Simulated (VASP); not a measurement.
An input for Quantum ESPRESSO's pw.x (written as the equivalent of a VASP run, and not itself run):

```
&CONTROL
  calculation = 'scf'
  pseudo_dir = './pseudo'
  outdir = './out'
  tprnfor = .true.
  tstress = .true.
/
&SYSTEM
  ibrav = 0
  nat = 2
  ntyp = 2
  ecutwfc = 76
  occupations = 'smearing'
  smearing = 'methfessel-paxton'
  degauss = 0.00735
  input_dft = 'pbe'
/
&ELECTRONS
  conv_thr = 7.3e-08
  electron_maxstep = 100
/
ATOMIC_SPECIES
  B 10.810 B.upf
  Y 88.906 Y.upf
CELL_PARAMETERS angstrom
     0.0000000    2.6816900    2.6816900
     2.6816900    0.0000000    2.6816900
     2.6816900    2.6816900    0.0000000
ATOMIC_POSITIONS crystal
  B    0.0000000  0.0000000  0.0000000
  Y    0.5000000  0.5000000  0.5000000
K_POINTS automatic
  9 9 9 0 0 0
```

### Question
Write the VASP files for the same calculation (PBE).

### Answer
One answer among several that fit: 
KPOINTS:
```
Automatic mesh
0
Gamma
9 9 9
0 0 0
```

### INCAR
```
ALGO  =  Normal
EDIFF  =  1E-6
ENCUT  =  520
GGA  =  PE
ISIF  =  2
ISMEAR  =  1
LASPH  =  .TRUE.
LCHARG  =  .FALSE.
LMAXMIX  =  4
LREAL  =  .FALSE.
LWAVE  =  .FALSE.
NELM  =  100
PREC  =  Accurate
SIGMA  =  0.1
SYSTEM  =  YB
```

**POSCAR**
```
YB
1
    0.0000000000     2.6816900000     2.6816900000
    2.6816900000     0.0000000000     2.6816900000
    2.6816900000     2.6816900000     0.0000000000
B Y
1 1
Direct
  0.0000000000   0.0000000000   0.0000000000
  0.5000000000   0.5000000000   0.5000000000
```

POTCAR, in this order: B Y_sv (PBE.64 set). Program: vasp_std.

The two are equivalent in intent, not identical: the potentials are each code's own (VASP's PAW set, PseudoDojo norm-conserving files in pw.x), so ENCUT and ecutwfc are chosen apart and not converted; conv_thr bounds pw.x's estimated SCF error, while EDIFF bounds the energy change between steps.

The structure was generated: YB was put into the rocksalt type (Fm-3m), which need not be its known phase. The cell was not relaxed at this level.
